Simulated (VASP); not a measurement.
Crystal: Ti2BN.

```xyz
4
Lattice="3.1540 0.0000 0.0000 0.0000 3.1540 0.0000 0.0000 0.0000 4.4600" Properties=species:S:1:pos:R:3 pbc="T T T"
Ti    0.0000    0.0000    2.2300
Ti    1.5770    1.5770    0.0000
B     0.0000    0.0000    0.0000
N     1.5770    1.5770    2.2300
```

The cell was built by a generator and needn't be a form met in nature.

```yaml
Program: VASP 6.6.1
Task: relaxation of cell and atoms
Functional: PBE
Potentials_or_basis: VASP PAW PBE potentials, release 64 (Ti_sv, B, N)
Cutoff: 520 eV
k_mesh: 5 × 5 × 4
Occupations: gaussian, width 0.15 eV
Spin: no spin polarisation
```

At the start: pressure -12.5 GPa; volume 11.09 Å³/atom.

Problem. Where does the relaxation end?

Solution. Over 3 steps the energy falls by 27.1 meV/atom and the volume is 10.44 Å³/atom (-5.9 %); space group P4/mmm (No. 123, to 0.05 Å).

The path:
```tsv
step	energy change (eV)	largest force (eV/Å)	pressure (GPa)	volume (Å³)
1	0.0000	0.0000	-12.54	44.37
2	0.0229	0.0000	16.04	39.02
3	-0.1082	0.0000	0.03	41.76
```

Final structure:
```cif
data_structure
_symmetry_space_group_name_H-M 'P 1'
_symmetry_Int_Tables_number 1
_cell_length_a 3.0928
_cell_length_b 3.0928
_cell_length_c 4.3654
_cell_angle_alpha 90.000
_cell_angle_beta 90.000
_cell_angle_gamma 90.000
_cell_volume 41.76
loop_
_atom_site_label
_atom_site_type_symbol
_atom_site_fract_x
_atom_site_fract_y
_atom_site_fract_z
_atom_site_occupancy
Ti1 Ti 0.00000 0.00000 0.50000 1
Ti2 Ti 0.50000 0.50000 0.00000 1
B1 B 0.00000 0.00000 0.00000 1
N1 N 0.50000 0.50000 0.50000 1
```

Caveat: the k mesh is coarse (spacing up to 0.40 Å⁻¹), so the values aren't converged.
